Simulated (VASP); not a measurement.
**CaC2: single point with LDA**

Crystal: CaC2.

```
Ca C
1.0
    -1.93430    1.93430    3.20211
     1.93430   -1.93430    3.20211
     1.93430    1.93430   -3.20211
Ca C
1 2
Cartesian
  0.0000 0.0000 0.0000
  0.0000 0.0000 3.8290
  0.0000 0.0000 2.5752
```

The cell comes from a database or a generator and needn't be the stable form of this composition.

```json
{
 "Program": "VASP 6.6.1",
 "Task": "single point",
 "Functional": "LDA",
 "Potentials or basis": "VASP PAW LDA potentials, release 64 (Ca_sv, C)",
 "Cutoff": "520 eV",
 "k mesh": "10 × 10 × 10",
 "Occupations": "gaussian, width 0.05 eV",
 "Spin": "no spin polarisation"
}
```

```yaml
Pressure: -4.1 GPa
Largest_force: 0.184 eV/Å
Band_gap_on_the_k_mesh: 1.17 eV, indirect (least direct gap 2.23 eV)
```

Forces in eV/Å, atoms in the order of the input:
```
Ca   0.000  0.000  0.000
C    0.000  0.000  0.184
C    0.000  0.000 -0.184
```

Stress tensor (GPa, compression positive):
```
-3.86  0.00  0.00
 0.00 -3.86  0.00
 0.00  0.00 -4.52
```

Levels at points of the mesh, in eV from the valence-band top:
```csv
k point,band 7,band 8,band 9,band 10,band 11,band 12
"(0.00, 0.00, 0.00)",-2.06,-0.97,-0.97,3.12,3.12,4.21
"(0.50, 0.00, 0.00)",-2.33,-1.83,-0.83,4.82,5.88,5.99
"(0.50, 0.50, 0.00)",-2.73,-1.59,-1.06,1.17,5.71,6.40
"(0.50, 0.50, 0.50)",-1.60,-1.60,0.00,3.09,5.76,6.22
```

It took 53 s on 1 thread of Intel(R) Xeon(R) 6975P-C (Granite Rapids) (shared host), peak memory 0.21 GiB.

Caveat: the standard files for N, O and F lose accuracy on very short bonds. A k mesh can miss the band edges.
